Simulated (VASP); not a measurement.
All values below come from PBEsol GGA, VASP's PBE PAW potentials (set 64) (plane waves; VASP).

Input for VASP

**POSCAR**
```
SnTe
1.0
  0.0000000000   3.1425403438   3.1425403438
  3.1425403438   0.0000000000   3.1425403438
  3.1425403438   3.1425403438   0.0000000000
Sn Te
1 1
Cart
  0.0000000000   0.0000000000   0.0000000000
  3.1425403438   3.1425403438   3.1925403441
```

File KPOINTS:
```
Automatic mesh
0
Gamma
8 8 8
0 0 0
```

**INCAR**
```
SYSTEM = SnTe
PREC = Accurate
ENCUT = 480
EDIFF = 1E-7
NELM = 100
ALGO = Normal
LREAL = .FALSE.
LASPH = .TRUE.
ISMEAR = 0
SIGMA = 0.05
GGA = PS
LMAXMIX = 4
LWAVE = .FALSE.
LCHARG = .FALSE.
ISIF = 2
```

POTCAR, in this order: Sn_d Te (PBE.64 set). Program: vasp_std.

Output of the run:

**OUTCAR**
```
 ion  position               nearest neighbor table
   1  0.000  0.000  0.000-   2 3.09   2 3.14   2 3.14   2 3.14   2 3.14   2 3.19
   2  0.508  0.508  0.492-   1 3.09   1 3.14   1 3.14   1 3.14   1 3.14   1 3.19
  LATTYP: Found a face centered cubic cell.
 ALAT       =     6.2850806876
 Subroutine PRICEL returns:
 Original cell was already a primitive cell.
 Subroutine GETGRP returns: Found  8 space group operations
The static configuration has the point symmetry C_4v.
The dynamic configuration has the point symmetry C_4v.
 Subroutine INISYM returns: Found  8 space group operations
 Subroutine IBZKPT returns following result:
 Found     59 irreducible k-points:

 Following reciprocal coordinates:
            Coordinates               Weight
  0.000000  0.000000  0.000000      1.000000
  0.125000  0.000000  0.000000      8.000000
  0.250000  0.000000  0.000000      8.000000
  0.375000  0.000000  0.000000      8.000000
  0.500000  0.000000  0.000000      4.000000
  0.125000  0.125000  0.000000      2.000000
  0.000000  0.125000  0.125000      4.000000
  0.250000  0.125000  0.000000      8.000000
  0.000000  0.250000  0.125000     16.000000
  0.375000  0.125000  0.000000      8.000000
  0.000000  0.375000  0.125000     16.000000
  0.500000  0.125000  0.000000      8.000000
  0.000000  0.500000  0.125000     16.000000
 -0.375000  0.125000  0.000000      8.000000
  0.000000 -0.375000  0.125000     16.000000
 -0.250000  0.125000  0.000000      8.000000
  0.000000 -0.250000  0.125000     16.000000
 -0.125000  0.125000  0.000000      4.000000
  0.000000 -0.125000  0.125000      8.000000
  0.250000  0.250000  0.000000      2.000000
  0.000000  0.250000  0.250000      4.000000
  0.375000  0.250000  0.000000      8.000000
  0.000000  0.375000  0.250000     16.000000
  0.500000  0.250000  0.000000      8.000000
  0.000000  0.500000  0.250000     16.000000
 -0.375000  0.250000  0.000000      8.000000
  0.000000 -0.375000  0.250000     16.000000
 -0.250000  0.250000  0.000000      4.000000
  0.000000 -0.250000  0.250000      8.000000
  0.375000  0.375000  0.000000      2.000000
  0.000000  0.375000  0.375000      4.000000
  0.500000  0.375000  0.000000      8.000000
  0.000000  0.500000  0.375000     16.000000
 -0.375000  0.375000  0.000000      4.000000
  0.000000 -0.375000  0.375000      8.000000
  0.500000  0.500000  0.000000      1.000000
  0.000000  0.500000  0.500000      2.000000
  0.375000  0.250000  0.125000      8.000000
  0.125000  0.375000  0.250000      8.000000
  0.250000  0.125000  0.375000      8.000000
   k-points           NKPTS =     59   k-points in BZ     NKDIM =     59   number of bands    NBANDS=     14
   number of dos      NEDOS =    301   number of ions     NIONS =      2
   total plane-waves  NPLWV =  32768
   dimension x,y,z NGX =    32 NGY =   32 NGZ =   32
   dimension x,y,z NGXF=    64 NGYF=   64 NGZF=   64
   ions per type =               1   1
   PREC   = accura    normal or accurate (medium, high low for compatibility)
   ISTART =      0    job   : 0-new  1-cont  2-samecut
   ICHARG =      2    charge: 1-file 2-atom 10-const
   ISPIN  =      1    spin polarized calculation?
   LNONCOLLINEAR =      F non collinear calculations
   LSORBIT =      F    spin-orbit coupling
   INIWAV =      1    electr: 0-lowe 1-rand  2-diag
   ENCUT  =  480.0 eV  35.28 Ry    5.94 a.u.   7.94  7.94  7.94*2*pi/ulx,y,z
   NELM   =    100;   NELMIN=  2; NELMDL= -5     # of ELM steps
   EDIFF  = 0.1E-06   stopping-criterion for ELM
   LREAL  =      F    real-space projection
   NLSPLINE    = F    spline interpolate recip. space projectors
   LMAXMIX     =    4 max onsite mixed and CHGCAR
...
```

### OSZICAR
```
       N       E                     dE             d eps       ncg     rms          rms(c)
DAV:   1     0.118396140980E+03    0.11840E+03   -0.93843E+03  1652   0.154E+03
DAV:   2     0.193309399837E+01   -0.11646E+03   -0.11448E+03  1724   0.356E+02
DAV:   3    -0.812437345751E+01   -0.10057E+02   -0.99847E+01  2198   0.952E+01
DAV:   4    -0.838333334491E+01   -0.25896E+00   -0.25889E+00  1894   0.170E+01
DAV:   5    -0.839259841173E+01   -0.92651E-02   -0.92648E-02  2302   0.300E+00    0.494E+00
DAV:   6    -0.834064862343E+01    0.51950E-01   -0.12045E-01  2226   0.317E+00    0.310E+00
DAV:   7    -0.833844292420E+01    0.22057E-02   -0.46954E-02  2076   0.158E+00    0.690E-01
DAV:   8    -0.833775968580E+01    0.68324E-03   -0.72481E-03  1988   0.849E-01    0.161E-01
DAV:   9    -0.833782181285E+01   -0.62127E-04   -0.49351E-04  1956   0.233E-01    0.323E-02
DAV:  10    -0.833781150313E+01    0.10310E-04   -0.51249E-05  2010   0.751E-02    0.189E-02
DAV:  11    -0.833781179575E+01   -0.29262E-06   -0.23693E-05  1996   0.462E-02    0.186E-02
DAV:  12    -0.833781134658E+01    0.44917E-06   -0.22251E-06  2006   0.140E-02    0.887E-03
DAV:  13    -0.833781118774E+01    0.15884E-06   -0.21331E-07  1450   0.367E-03    0.201E-03
DAV:  14    -0.833781122791E+01   -0.40168E-07   -0.58853E-08   952   0.330E-03
   1 F= -.83378112E+01 E0= -.83378080E+01  d E =-.639353E-05
```

File OUTCAR:
```
------------------------ aborting loop because EDIFF is reached ----------------------------------------
  FORCE on cell =-STRESS in cart. coord.  units (eV):
  Direction    XX          YY          ZZ          XY          YZ          ZX
  --------------------------------------------------------------------------------------
  Total        0.0461075      0.0461075      0.0715677      0.0000000      0.0000000      0.0000000
  in kB        1.1901707      1.1901707      1.8473740      0.0000000      0.0000000      0.0000000
  external PRESSURE =       1.4092385 kB  Pullay stress =       0.0000000 kB
  volume of cell :       62.07
      direct lattice vectors                 reciprocal lattice vectors
     0.000000000  3.142540344  3.142540344    -0.159106947  0.159106947  0.159106947
     3.142540344  0.000000000  3.142540344     0.159106947 -0.159106947  0.159106947
     3.142540344  3.142540344  0.000000000     0.159106947  0.159106947 -0.159106947
 POSITION                                       TOTAL-FORCE (eV/Angst)
 -----------------------------------------------------------------------------------
      0.00000      0.00000      0.00000         0.000000      0.000000      0.002421
      3.14254      3.14254      3.19254         0.000000      0.000000     -0.002421
 -----------------------------------------------------------------------------------
    total drift:                                0.000000      0.000000     -0.000016
  FREE ENERGIE OF THE ION-ELECTRON SYSTEM (eV)
  ---------------------------------------------------
  free  energy   TOTEN  =        -8.3378112279 eV

  energy  without entropy=       -8.3378048344  energy(sigma->0) =       -8.33780803
```
(Selected blocks of OUTCAR.)

The compound is SnTe in the rock salt structure, which distorts at low temperature. This cell was strained or had an atom moved on purpose.
